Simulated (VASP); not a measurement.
Method: PBEsol GGA, VASP's PBE PAW potentials (set 64) (plane waves; VASP 6.6.1).

Input for VASP

### INCAR
```
SYSTEM = CoSi
PREC = Accurate
ENCUT = 480
EDIFF = 1E-7
NELM = 100
ALGO = Normal
LREAL = .FALSE.
LASPH = .TRUE.
ISMEAR = 1
SIGMA = 0.1
GGA = PS
LMAXMIX = 4
LWAVE = .FALSE.
LCHARG = .FALSE.
ISIF = 3
IBRION = 2
NSW = 40
EDIFFG = -0.01
PSTRESS = 50
```

File POSCAR:
```
CoSi
1
   -1.6521093312     1.6521093312     3.7716664421
    1.6521093312    -1.6521093312     3.7716664421
    1.6521093312     1.6521093312    -3.7716664421
Co Si
2 2
Direct
  0.7080852277   0.7080852277   1.0000000000
  0.4580852277   0.9580852277   0.5000000000
  0.2079147723   0.2079147723   0.0000000000
  0.9579147723   0.4579147723   0.5000000000
```

File KPOINTS:
```
Automatic mesh
0
Gamma
12 12 12
0 0 0
```

POTCAR, in this order: Co Si (PBE.64 set). Program: vasp_std.

What VASP printed:

**OSZICAR**
```
       N       E                     dE             d eps       ncg     rms          rms(c)
DAV:   1     0.130258386847E+03    0.13026E+03   -0.11317E+04  5542   0.167E+03
DAV:   2    -0.249044895275E+02   -0.15516E+03   -0.15165E+03  5542   0.320E+02
DAV:   3    -0.319671185115E+02   -0.70626E+01   -0.69328E+01  6710   0.814E+01
DAV:   4    -0.322217207292E+02   -0.25460E+00   -0.25339E+00  7413   0.138E+01
DAV:   5    -0.322275306772E+02   -0.58099E-02   -0.58076E-02  7217   0.190E+00    0.213E+01
DAV:   6    -0.356289151446E+02   -0.34014E+01   -0.83914E+01  7340   0.146E+02    0.202E+01
DAV:   7    -0.289949354321E+02    0.66340E+01   -0.37146E+01  6597   0.102E+02    0.557E+00
DAV:   8    -0.290409254044E+02   -0.45990E-01   -0.18307E+00  5924   0.942E+00    0.197E+00
DAV:   9    -0.290034480690E+02    0.37477E-01   -0.12311E-01  7790   0.566E+00    0.690E-01
DAV:  10    -0.290009332957E+02    0.25148E-02   -0.64321E-03  8303   0.726E-01    0.138E-01
DAV:  11    -0.290008273414E+02    0.10595E-03   -0.73971E-04  8060   0.401E-01    0.617E-02
DAV:  12    -0.290008047602E+02    0.22581E-04   -0.66853E-05  8521   0.100E-01    0.163E-02
DAV:  13    -0.290008040874E+02    0.67283E-06   -0.66284E-06  8734   0.243E-02    0.795E-03
DAV:  14    -0.290008041064E+02   -0.18965E-07   -0.93256E-07  6235   0.106E-02
   1 F= -.27715724E+02 E0= -.27716272E+02  d E =-.277157E+02
```

**OUTCAR**
```
------------------------ aborting loop because EDIFF is reached ----------------------------------------
  FORCE on cell =-STRESS in cart. coord.  units (eV):
  Direction    XX          YY          ZZ          XY          YZ          ZX
  --------------------------------------------------------------------------------------
  Total        1.3187806      1.3187806      1.2584251      0.0000000      0.0000000      0.0000000
  in kB       51.3112162     51.3112162     48.9628967      0.0000000      0.0000000      0.0000000
  external PRESSURE =       0.5284430 kB  Pullay stress =      50.0000000 kB
  volume of cell :       41.18
      direct lattice vectors                 reciprocal lattice vectors
    -1.652109331  1.652109331  3.771666442     0.000000000  0.302643409  0.132567396
     1.652109331 -1.652109331  3.771666442     0.302643409  0.000000000  0.132567396
     1.652109331  1.652109331 -3.771666442     0.302643409  0.302643409  0.000000000
 POSITION                                       TOTAL-FORCE (eV/Angst)
 -----------------------------------------------------------------------------------
      0.00000      0.00000      5.34132        -0.000000      0.000000     -0.002784
      1.65211     -0.00000      3.45549         0.000000     -0.000000     -0.002784
      0.00000      0.00000      1.56837         0.000000      0.000000      0.002784
      0.00000      1.65211      3.45420        -0.000000     -0.000000      0.002784
 -----------------------------------------------------------------------------------
    total drift:                                0.000002      0.000002     -0.000040
  FREE ENERGIE OF THE ION-ELECTRON SYSTEM (eV)
  ---------------------------------------------------
  free  energy   TOTEN  =       -29.0008041064 eV

  energy  without entropy=      -29.0024479626  energy(sigma->0) =      -29.00135206
  enthalpy is  TOTEN    =       -27.7157238264 eV   P V=        1.2850802800

 reached required accuracy - stopping structural energy minimisation
```
(Selected blocks of OUTCAR.)

File OUTCAR:
```
 val. band max:       12.9698645288   @ k =  -0.3333  -0.3333   0.0833

 cond. band min:      12.9774392416   @ k =  -0.2500  -0.4167   0.2500


 Fermi energy:        12.9731794518

 k-point     1 :       0.0000    0.0000    0.0000
  band No.  band energies     occupation
      1      -1.3610      2.00000
      2       6.8109      2.00000
      3       7.3903      2.00000
      4       9.4103      2.00000
      5       9.9096      2.00000
      6       9.9096      2.00000
      7      10.1684      2.00000
      8      10.3154      2.00000
      9      10.3766      2.00000
     10      10.3766      2.00000
     11      11.7169      2.00000
     12      11.9590      2.00000
     13      14.5701     -0.00000
     14      14.5701     -0.00000
     15      15.3869      0.00000
     16      15.8795      0.00000
     17      15.8795      0.00000

 k-point     2 :       0.0833    0.0000    0.0000
  band No.  band energies     occupation
      1      -1.2502      2.00000
      2       6.5298      2.00000
      3       7.6597      2.00000
      4       9.1116      2.00000
      5       9.6980      2.00000
      6      10.0130      2.00000
      7      10.1375      2.00000
      8      10.3022      2.00000
      9      10.3847      2.00000
     10      10.5270      2.00000
     11      11.7599      2.00000
     12      11.9929      2.00000
     13      14.0718     -0.00000
     14      14.6219     -0.00000
     15      15.3821      0.00000
     16      15.6825      0.00000
     17      16.0619      0.00000

 k-point     3 :       0.1667    0.0000    0.0000
  band No.  band energies     occupation
      1      -0.9212      2.00000
      2       6.0997      2.00000
      3       7.9709      2.00000
      4       8.3802      2.00000
      5       9.3843      2.00000
      6       9.9830      2.00000
      7      10.1456      2.00000
      8      10.2123      2.00000
      9      10.5562      2.00000
     10      10.8049      2.00000
     11      11.8715      2.00000
...
```

The structure was generated: CoSi was put into the NbAs type (I4_1md), which need not be its known phase. It was relaxed first under an external pressure of 5 GPa. The run is not spin-polarised, so no magnetic state was tried.
